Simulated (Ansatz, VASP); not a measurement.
## CaHfI2 in VASP and in Ansatz

```
Ca Hf I
1.0
     5.73795    0.00000    0.00000
     0.00000    5.73795    0.00000
     0.00000    0.00000    3.65900
Ca Hf I
1 1 2
Direct
  0.50000 0.50000 0.50000
  0.00000 0.00000 0.00000
  0.50000 0.00000 0.00000
  0.00000 0.50000 0.00000
```

Alike in both runs: functional PBE; k mesh 8 × 8 × 12; occupations gaussian, width 0.1 eV; no spin polarisation.

Ansatz relaxed the structure, and its values are those at the end. VASP's run is a single point on that final structure, the one shown.

|  | VASP | Ansatz |
| --- | --- | --- |
| version | VASP 6.6.1 | Ansatz 0.2.0 |
| potentials or method | VASP PAW PBE potentials, release 64 (Ca_sv, Hf_pv, I) | scalar-relativistic, plane waves, PAW |
| plane-wave cutoff (eV) | 520 | 420 |
| valence electrons in the cell | 34 | 70 |

VASP gave:

| Property | Result |
| --- | --- |
| gap on the k mesh at the Fermi level (eV) | none |
| pressure (GPa) | -0.1 |

Which values does Ansatz return?

gap on the k mesh at the Fermi level (eV): none; pressure (GPa): 0.0.

A gap of «none» marks a metal or a gap that the smearing closes. The two sets of potentials don't hold the same shells in valence.

Spin-orbit coupling is left out, which matters for the levels of Hf, I.
